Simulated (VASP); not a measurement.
Data:

```
RuTe
1.0
   -1.78610     1.78610     6.04684
    1.78610    -1.78610     6.04684
    1.78610     1.78610    -6.04684
Ru Te
2 2
Cartesian
  0.00000   0.00000   9.07026
  0.00000   1.78610   0.00000
  0.00000   0.00000   2.00755
  0.00000   1.78610   5.03097
```

The numbers are results of PBE GGA, VASP's PBE PAW potentials (set 64) (plane waves; VASP 6.6.1), not measurements. Numerical set-up: 475 eV cut-off, 8×8×8 Γ-centred mesh, Gaussian smearing of 0.050 eV, potentials Ru_pv Te.

Problem. Give the stress tensor in GPa (positive for a compressed cell).

Solution. 
```
3.95  0.00  0.00
0.00  3.95  0.00
0.00  0.00  0.69
```
The pressure is its mean diagonal, 2.86 GPa.

The structure was generated: TeRu was put into the NbAs type (I4_1md), which need not be its known phase. The cell was not relaxed at this level. The k-mesh is coarse (spacing up to 0.31 per Å, 2π included), so the numbers may not be converged in it. The run is one of a series of settings (ENCUT = 475 against the base run), some of them coarse on purpose.
